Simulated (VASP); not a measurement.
Method: PBEsol GGA, VASP's PBE PAW potentials (set 64) (plane waves; VASP).

A VASP calculation is set up with these files.

### INCAR
```
ALGO = Normal
EDIFF = 1E-6
EDIFFG = -0.01
ENCUT = 520
GGA = PS
IBRION = 2
ISIF = 3
ISMEAR = 0
LASPH = .True.
LCHARG = .False.
LMAXMIX = 4
LREAL = .False.
LWAVE = .False.
NELM = 100
NSW = 60
PREC = Accurate
SIGMA = 0.05
SYSTEM = SnO
```

**KPOINTS**
```
K-points
0
gamma
  6 6 5
0 0 0
```

**POSCAR**
```
SnO
1
    3.8000000000     0.0000000000     0.0000000000
    0.0000000000     3.8000000000     0.0000000000
    0.0000000000     0.0000000000     4.8400000000
Sn O
2 2
Direct
  0.5000000000   0.0000000000   0.7620000000
  0.0000000000   0.5000000000   0.2380000000
  0.5000000000   0.5000000000   0.0000000000
  0.0000000000   0.0000000000   0.0000000000
```

POTCAR, in this order: Sn_d O (PBE.64 set). Program: vasp_std.

The run wrote:

OSZICAR:
```
       N       E                     dE             d eps       ncg     rms          rms(c)
DAV:   1     0.393770078116E+03    0.39377E+03   -0.20669E+04  1464   0.254E+03
DAV:   2     0.263422610815E+02   -0.36743E+03   -0.36115E+03  1560   0.574E+02
DAV:   3    -0.254481671849E+02   -0.51790E+02   -0.51173E+02  1712   0.191E+02
DAV:   4    -0.273998785839E+02   -0.19517E+01   -0.19504E+01  1664   0.412E+01
DAV:   5    -0.274547399903E+02   -0.54861E-01   -0.54854E-01  1840   0.693E+00    0.108E+01
DAV:   6    -0.242665840914E+02    0.31882E+01   -0.21392E+01  2456   0.502E+01    0.459E+00
DAV:   7    -0.242427579472E+02    0.23826E-01   -0.19899E+00  1640   0.926E+00    0.249E+00
DAV:   8    -0.242330801396E+02    0.96778E-02   -0.54521E-01  2176   0.528E+00    0.102E+00
DAV:   9    -0.242093725061E+02    0.23708E-01   -0.16691E-01  2224   0.413E+00    0.239E-01
DAV:  10    -0.242114267192E+02   -0.20542E-02   -0.20389E-02  2096   0.135E+00    0.218E-01
DAV:  11    -0.242102923584E+02    0.11344E-02   -0.68444E-03  2264   0.808E-01    0.246E-02
DAV:  12    -0.242103804546E+02   -0.88096E-04   -0.81455E-04  1560   0.177E-01    0.467E-02
DAV:  13    -0.242103620007E+02    0.18454E-04   -0.54733E-05  2272   0.771E-02    0.177E-02
DAV:  14    -0.242103573350E+02    0.46657E-05   -0.29953E-05  2160   0.421E-02    0.517E-03
DAV:  15    -0.242103576314E+02   -0.29644E-06   -0.13800E-06  1128   0.923E-03
   1 F= -.24210358E+02 E0= -.24210106E+02  d E =-.242104E+02
       N       E                     dE             d eps       ncg     rms          rms(c)
DAV:   1    -0.242216676299E+02   -0.11310E-01   -0.12012E+00  2240   0.119E+01    0.756E-01
DAV:   2    -0.242135516110E+02    0.81160E-02   -0.64141E-02  2040   0.246E+00    0.274E-01
DAV:   3    -0.242117988631E+02    0.17527E-02   -0.45335E-03  1904   0.128E+00    0.128E-01
DAV:   4    -0.242113852481E+02    0.41361E-03   -0.14317E-03  2152   0.642E-01    0.327E-02
DAV:   5    -0.242113701193E+02    0.15129E-04   -0.35096E-04  2152   0.206E-01    0.180E-02
DAV:   6    -0.242113629910E+02    0.71284E-05   -0.23961E-05  2136   0.509E-02    0.861E-03
DAV:   7    -0.242113623044E+02    0.68655E-06   -0.37987E-06  1456   0.200E-02
   2 F= -.24211362E+02 E0= -.24211082E+02  d E =-.100467E-02
       N       E                     dE             d eps       ncg     rms          rms(c)
DAV:   1    -0.242133001517E+02   -0.19372E-02   -0.16199E-01  2216   0.422E+00    0.281E-01
DAV:   2    -0.242121804567E+02    0.11197E-02   -0.87902E-03  2080   0.893E-01    0.102E-01
DAV:   3    -0.242119384059E+02    0.24205E-03   -0.59829E-04  1920   0.481E-01    0.476E-02
DAV:   4    -0.242118853112E+02    0.53095E-04   -0.19486E-04  2152   0.241E-01    0.122E-02
DAV:   5    -0.242118864268E+02   -0.11157E-05   -0.50148E-05  2112   0.788E-02    0.682E-03
DAV:   6    -0.242118862711E+02    0.15579E-06   -0.30440E-06  1184   0.194E-02
   3 F= -.24211886E+02 E0= -.24211613E+02  d E =-.152864E-02
       N       E                     dE             d eps       ncg     rms          rms(c)
DAV:   1    -0.242214788270E+02   -0.95924E-02   -0.41120E-01  2272   0.677E+00    0.573E-01
DAV:   2    -0.242144928935E+02    0.69859E-02   -0.31806E-02  1920   0.173E+00    0.198E-01
DAV:   3    -0.242134331047E+02    0.10598E-02   -0.25488E-03  1904   0.102E+00    0.919E-02
DAV:   4    -0.242131818790E+02    0.25123E-03   -0.84652E-04  1888   0.533E-01    0.256E-02
DAV:   5    -0.242131811666E+02    0.71244E-06   -0.27493E-04  2048   0.184E-01    0.147E-02
DAV:   6    -0.242131773723E+02    0.37943E-05   -0.28551E-05  2384   0.544E-02    0.559E-03
DAV:   7    -0.242131777071E+02   -0.33479E-06   -0.17504E-06  1056   0.132E-02
   4 F= -.24213178E+02 E0= -.24212863E+02  d E =-.129144E-02
       N       E                     dE             d eps       ncg     rms          rms(c)
DAV:   1    -0.242868483941E+02   -0.73671E-01   -0.34732E+00  2272   0.194E+01    0.168E+00
DAV:   2    -0.242271562864E+02    0.59692E-01   -0.26363E-01  1936   0.502E+00    0.579E-01
DAV:   3    -0.242180661744E+02    0.90901E-02   -0.21744E-02  1832   0.309E+00    0.260E-01
DAV:   4    -0.242160814628E+02    0.19847E-02   -0.69516E-03  1984   0.150E+00    0.754E-02
DAV:   5    -0.242160540458E+02    0.27417E-04   -0.22270E-03  2040   0.527E-01    0.438E-02
DAV:   6    -0.242160169201E+02    0.37126E-04   -0.26009E-04  2432   0.165E-01    0.167E-02
DAV:   7    -0.242160187772E+02   -0.18570E-05   -0.19086E-05  2064   0.391E-02    0.402E-03
DAV:   8    -0.242160184269E+02    0.35023E-06   -0.18445E-06  1064   0.136E-02
   5 F= -.24216018E+02 E0= -.24215730E+02  d E =-.413216E-02
       N       E                     dE             d eps       ncg     rms          rms(c)
DAV:   1    -0.244979588999E+02   -0.28194E+00   -0.13582E+01  2272   0.375E+01    0.338E+00
DAV:   2    -0.242600119697E+02    0.23795E+00   -0.10439E+00  1960   0.996E+00    0.118E+00
DAV:   3    -0.242228085938E+02    0.37203E-01   -0.85549E-02  1840   0.638E+00    0.528E-01
DAV:   4    -0.242148738880E+02    0.79347E-02   -0.27415E-02  2048   0.300E+00    0.157E-01
DAV:   5    -0.242147458153E+02    0.12807E-03   -0.87132E-03  2024   0.105E+00    0.879E-02
DAV:   6    -0.242145988041E+02    0.14701E-03   -0.11760E-03  2448   0.360E-01    0.351E-02
DAV:   7    -0.242146054074E+02   -0.66032E-05   -0.85139E-05  1976   0.749E-02    0.599E-03
DAV:   8    -0.242146055048E+02   -0.97410E-07   -0.31596E-06  1528   0.175E-02
   6 F= -.24214606E+02 E0= -.24214352E+02  d E =-.271923E-02
       N       E                     dE             d eps       ncg     rms          rms(c)
DAV:   1    -0.243413416155E+02   -0.12674E+00   -0.66817E+00  2256   0.290E+01    0.223E+00
DAV:   2    -0.242375824846E+02    0.10376E+00   -0.44845E-01  1920   0.696E+00    0.772E-01
DAV:   3    -0.242207425839E+02    0.16840E-01   -0.35645E-02  1856   0.387E+00    0.345E-01
DAV:   4    -0.242169747643E+02    0.37678E-02   -0.11947E-02  1920   0.199E+00    0.885E-02
DAV:   5    -0.242168615987E+02    0.11317E-03   -0.36632E-03  2064   0.701E-01    0.512E-02
DAV:   6    -0.242167951369E+02    0.66462E-04   -0.40293E-04  2480   0.218E-01    0.160E-02
DAV:   7    -0.242167957411E+02   -0.60415E-06   -0.30378E-05  1992   0.476E-02    0.452E-03
DAV:   8    -0.242167957483E+02   -0.71705E-08   -0.26512E-06  1272   0.195E-02
   7 F= -.24216796E+02 E0= -.24216535E+02  d E =-.490948E-02
       N       E                     dE             d eps       ncg     rms          rms(c)
DAV:   1    -0.242189165830E+02   -0.21208E-02   -0.10809E-01  2264   0.352E+00    0.290E-01
DAV:   2    -0.242171440768E+02    0.17725E-02   -0.75585E-03  1960   0.891E-01    0.101E-01
DAV:   3    -0.242168609782E+02    0.28310E-03   -0.62819E-04  1832   0.527E-01    0.445E-02
DAV:   4    -0.242168037221E+02    0.57256E-04   -0.19866E-04  2024   0.254E-01    0.121E-02
DAV:   5    -0.242168048760E+02   -0.11539E-05   -0.61928E-05  2056   0.898E-02    0.703E-03
DAV:   6    -0.242168040294E+02    0.84656E-06   -0.67951E-06  1576   0.290E-02
   8 F= -.24216804E+02 E0= -.24216545E+02  d E =-.491776E-02
       N       E                     dE             d eps       ncg     rms          rms(c)
DAV:   1    -0.242268148116E+02   -0.10010E-01   -0.49342E-01  1672   0.589E+00    0.610E-01
DAV:   2    -0.242204643152E+02    0.63505E-02   -0.20379E-02  2024   0.181E+00    0.357E-01
DAV:   3    -0.242175635077E+02    0.29008E-02   -0.31527E-03  2144   0.986E-01    0.114E-01
DAV:   4    -0.242173431166E+02    0.22039E-03   -0.11105E-03  2040   0.361E-01    0.266E-02
DAV:   5    -0.242173515981E+02   -0.84815E-05   -0.20940E-04  2000   0.199E-01    0.151E-02
DAV:   6    -0.242173471802E+02    0.44179E-05   -0.34152E-05  2136   0.598E-02    0.345E-03
DAV:   7    -0.242173471213E+02    0.58855E-07   -0.29567E-06  1368   0.165E-02
   9 F= -.24217347E+02 E0= -.24217074E+02  d E =-.543092E-03
```

### OUTCAR
```
------------------------ aborting loop because EDIFF is reached ----------------------------------------
  FORCE on cell =-STRESS in cart. coord.  units (eV):
  Direction    XX          YY          ZZ          XY          YZ          ZX
  --------------------------------------------------------------------------------------
  Total       -0.0025101     -0.0025101      0.0103116      0.0000000      0.0000000      0.0000000
  in kB       -0.0589706     -0.0589706      0.2422499      0.0000000      0.0000000      0.0000000
  external PRESSURE =       0.0414362 kB  Pullay stress =       0.0000000 kB
  volume of cell :       68.20
      direct lattice vectors                 reciprocal lattice vectors
     3.800691286  0.000000000  0.000000000     0.263110030  0.000000000  0.000000000
     0.000000000  3.800691286 -0.000000000     0.000000000  0.263110030  0.000000000
     0.000000000  0.000000000  4.721143525     0.000000000  0.000000000  0.211813090
 POSITION                                       TOTAL-FORCE (eV/Angst)
 -----------------------------------------------------------------------------------
      1.90035      0.00000      3.56162         0.000000      0.000000      0.008256
      0.00000      1.90035      1.15953         0.000000      0.000000     -0.008256
      1.90035      1.90035     -0.00000         0.000000      0.000000      0.000000
      0.00000      0.00000     -0.00000         0.000000     -0.000000      0.000000
 -----------------------------------------------------------------------------------
    total drift:                                0.000000      0.000000      0.000000
  FREE ENERGIE OF THE ION-ELECTRON SYSTEM (eV)
  ---------------------------------------------------
  free  energy   TOTEN  =       -24.2173471213 eV

  energy  without entropy=      -24.2168008767  energy(sigma->0) =      -24.21707400

 reached required accuracy - stopping structural energy minimisation
```
(Selected blocks of OUTCAR.)

**CONTCAR**
```
SnO
   1.00000000000000
     3.8006912860534228    0.0000000000000000    0.0000000000000000
     0.0000000000000000    3.8006912860534228   -0.0000000000000000
     0.0000000000000000    0.0000000000000000    4.7211435246600617
  Sn              O
     2     2
Direct
     0.5000000000000000    0.0000000000000000    0.7543968558590854
     0.0000000000000000    0.5000000000000000    0.2456031441409146
     0.5000000000000000    0.5000000000000000    0.0000000000000000
     0.0000000000000000    0.0000000000000000    0.0000000000000000
```

Energy and stress use the plane-wave basis of the starting cell. Without a dispersion term in the relaxation, distances and binding between the weakly bound layers, chains or molecules are unreliable, and so is what depends on them.

The compound is SnO in the litharge structure. This run relaxes it. Symmetry was kept, so distortions that lower it aren't found.
